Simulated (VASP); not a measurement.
Here is the system:

```xyz
3
Lattice="2.3076 -3.9969 0.0000 2.3076 3.9969 0.0000 0.0000 0.0000 5.9031" Properties=species:S:1:pos:R:3 pbc="T T T"
Te     0.5877     1.0180     3.9354
Te     3.4398     0.0000     0.0000
Te     0.5877    -1.0180     1.9677
```

Level of theory: r2SCAN meta-GGA, VASP's PBE PAW potentials (set 64) (plane waves; VASP). Settings: 520 eV cut-off, 8×8×5 Γ-centred mesh, tetrahedra with Blöchl corrections, potentials Te.

The path is coarsely sampled, so an indirect gap can come out somewhat too large. Unless said otherwise, spin-orbit coupling is left out, though it shifts the bands of the heavy elements here.

Tabulate the total density of states (states/eV per cell) against energy (eV; zero at the valence-band maximum or, without a gap, the Fermi level).

(E (eV), DOS (states/eV)): (-9.95, 2.49); (-9.41, 0.68); (-8.76, 0.20); (-8.21, 0.00); (-7.67, 0.00); (-7.01, 0.00); (-6.47, 0.00); (-5.92, 0.00); (-5.27, 0.79); (-4.73, 3.06); (-4.18, 2.67); (-3.53, 2.74); (-2.98, 1.44); (-2.44, 1.11); (-1.79, 2.60); (-1.24, 3.17); (-0.70, 2.54); (-0.04, 0.00); (0.50, 0.00); (1.04, 3.07); (1.70, 2.49); (2.24, 2.25); (2.79, 1.36); (3.44, 0.44); (3.98, 0.16)
Within 2 eV below the valence-band maximum the largest weight inside VASP's projection spheres is Te p.

The compound is Te in the trig structure. It was relaxed first, which changed the volume by +7 %.
